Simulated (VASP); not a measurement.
Output of a VASP run:

OSZICAR:
```
       N       E                     dE             d eps       ncg     rms          rms(c)
DAV:   1    -0.285186017235E+02   -0.28519E+02   -0.59919E+03  3402   0.111E+03
DAV:   2    -0.739713907467E+02   -0.45453E+02   -0.42524E+02  3066   0.202E+02
DAV:   3    -0.743547613645E+02   -0.38337E+00   -0.38230E+00  3551   0.196E+01
DAV:   4    -0.743554792830E+02   -0.71792E-03   -0.71751E-03  3380   0.903E-01
DAV:   5    -0.743554821743E+02   -0.28913E-05   -0.28881E-05  3344   0.548E-02    0.102E+01
DAV:   6    -0.681967718309E+02    0.61587E+01   -0.36794E+00  3043   0.173E+01    0.442E+00
DAV:   7    -0.691628738362E+02   -0.96610E+00   -0.11819E+00  2970   0.156E+01    0.519E+00
DAV:   8    -0.711282230048E+02   -0.19653E+01   -0.22741E-01  2972   0.705E+00    0.736E+00
DAV:   9    -0.699733839562E+02    0.11548E+01   -0.10165E+00  2971   0.104E+01    0.402E+00
DAV:  10    -0.691813871131E+02    0.79200E+00   -0.91118E-01  3024   0.108E+01    0.185E-01
DAV:  11    -0.691933792725E+02   -0.11992E-01   -0.13429E-02  2995   0.169E+00    0.540E-01
DAV:  12    -0.691942551621E+02   -0.87589E-03   -0.73894E-04  3214   0.231E-01    0.389E-01
DAV:  13    -0.691936188468E+02    0.63632E-03   -0.77874E-04  2976   0.366E-01    0.223E-01
DAV:  14    -0.691940657798E+02   -0.44693E-03   -0.15295E-03  3079   0.356E-01    0.567E-02
DAV:  15    -0.691943908582E+02   -0.32508E-03   -0.28158E-04  3017   0.233E-01    0.475E-02
DAV:  16    -0.691943815151E+02    0.93431E-05   -0.33659E-06  3517   0.183E-02    0.293E-02
DAV:  17    -0.691943713928E+02    0.10122E-04   -0.31861E-06  3141   0.203E-02    0.113E-02
DAV:  18    -0.691943602969E+02    0.11096E-04   -0.11954E-05  3236   0.322E-02    0.167E-02
DAV:  19    -0.691943594784E+02    0.81850E-06   -0.51167E-07  2975   0.103E-02    0.137E-02
DAV:  20    -0.691943650661E+02   -0.55876E-05   -0.17793E-06  3185   0.133E-02    0.236E-03
DAV:  21    -0.691943662482E+02   -0.11822E-05   -0.65989E-07  3042   0.744E-03    0.139E-03
DAV:  22    -0.691943668471E+02   -0.59889E-06   -0.46424E-08  1497   0.232E-03    0.113E-04
DAV:  23    -0.691943666183E+02    0.22879E-06   -0.60275E-09  1485   0.104E-03    0.227E-04
DAV:  24    -0.691943667979E+02   -0.17956E-06   -0.72193E-10  1485   0.331E-04    0.299E-04
DAV:  25    -0.691943666854E+02    0.11250E-06   -0.83408E-10  1485   0.363E-04    0.148E-04
DAV:  26    -0.691943668515E+02   -0.16613E-06   -0.34656E-10  1485   0.184E-04    0.645E-06
DAV:  27    -0.691943668327E+02    0.18822E-07   -0.69277E-12  1485   0.368E-05
   1 F= -.69194367E+02 E0= -.69194367E+02  d E =0.000000E+00
       N       E                     dE             ncg
```

File OUTCAR:
```
------------------------ aborting loop because EDIFF is reached ----------------------------------------
  FORCE on cell =-STRESS in cart. coord.  units (eV):
  Direction    XX          YY          ZZ          XY          YZ          ZX
  --------------------------------------------------------------------------------------
  Total       -0.0144879     -0.0144879     -0.0144879      0.0000000     -0.0000000      0.0000000
  in kB       -1.3586028     -1.3586028     -1.3586028      0.0000000     -0.0000000      0.0000000
  external PRESSURE =      -1.3586028 kB  Pullay stress =       0.0000000 kB
  volume of cell :       17.09
      direct lattice vectors                 reciprocal lattice vectors
     0.000000000  2.044236424  2.044236424    -0.244590104  0.244590104  0.244590104
     2.044236424  0.000000000  2.044236424     0.244590104 -0.244590104  0.244590104
     2.044236424  2.044236424  0.000000000     0.244590104  0.244590104 -0.244590104
 POSITION                                       TOTAL-FORCE (eV/Angst)
 -----------------------------------------------------------------------------------
      0.00000      0.00000      0.00000         0.000000      0.000000      0.000000
 -----------------------------------------------------------------------------------
    total drift:                               -0.000000      0.000000      0.000000
  FREE ENERGIE OF THE ION-ELECTRON SYSTEM (eV)
  ---------------------------------------------------
  free  energy   TOTEN  =       -69.1943668327 eV

  energy  without entropy=      -69.1943668327  energy(sigma->0) =      -69.19436683

 total charge

# of ion       s       p       d       tot
------------------------------------------
    1        0.547   0.329   8.761   9.638
```
(Selected blocks of OUTCAR.)

**POSCAR**
```
Au
1
   -0.0000000000     2.0442364236     2.0442364236
    2.0442364236    -0.0000000000     2.0442364236
    2.0442364236     2.0442364236    -0.0000000000
Au
1
Direct
  0.0000000000   0.0000000000   0.0000000000
```

Reconstruct the remaining input files.

Several could match; the one computed here: the input of the run itself, SCAN meta-GGA, plane waves, VASP's PBE PAW potentials (set 64).

KPOINTS_OPT:
```
k-points along high-symmetry lines
10
Line-mode
Reciprocal
  0.000000   0.000000   0.000000 ! GAMMA
  0.500000   0.000000   0.500000 ! X

  0.500000   0.000000   0.500000 ! X
  0.625000   0.250000   0.625000 ! U

  0.375000   0.375000   0.750000 ! K
  0.000000   0.000000   0.000000 ! GAMMA

  0.000000   0.000000   0.000000 ! GAMMA
  0.500000   0.500000   0.500000 ! L

  0.500000   0.500000   0.500000 ! L
  0.500000   0.250000   0.750000 ! W

  0.500000   0.250000   0.750000 ! W
  0.500000   0.000000   0.500000 ! X
```

INCAR:
```
ALGO  =  Normal
EDIFF  =  1E-7
ENCUT  =  520
ISIF  =  2
ISMEAR  =  -5
LASPH  =  .TRUE.
LCHARG  =  .FALSE.
LMAXMIX  =  6
LMIXTAU  =  .TRUE.
LORBIT  =  11
LREAL  =  .FALSE.
LWAVE  =  .FALSE.
METAGGA  =  SCAN
NEDOS  =  601
NELM  =  100
PREC  =  Accurate
SYSTEM  =  Au
```

### KPOINTS
```
Automatic mesh
0
Gamma
17 17 17
0 0 0
```

POTCAR, in this order: Au (PBE.64 set). Program: vasp_std.

For a metal the tetrahedron method with Blöchl corrections gives inexact stress and forces.

The compound is Au in the fcc structure. It was relaxed first.
